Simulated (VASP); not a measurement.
Crystal: Ge.

```
Ge
1.0
     0.00000    2.83700    2.83700
     2.83700    0.00000    2.83700
     2.83700    2.83700    0.00000
Ge
2
Cartesian
  0.0000 0.0000 0.0000
  1.4185 1.4185 1.4185
```

Program: VASP 6.6.1. Alike in all runs: task band structure; no spin polarisation; cell as given; k mesh 10 × 10 × 10; cutoff (eV) 520; smearing gaussian 0.03 eV.

Q: Order these runs on this cell by their pressure, lowest first.
A. level r2SCAN; potentials or basis VASP PAW PBE potentials, release 64 (Ge_d)
B. level PBE; potentials or basis VASP PAW PBE potentials, release 64 (Ge_d)
C. level LDA; potentials or basis VASP PAW LDA potentials, release 64 (Ge_d)

A: C (-1.8 GPa), A (0.1 GPa), B (2.9 GPa).

Caveats: the PAW data sets were made with another functional, which shifts forces and pressure a little (some runs).
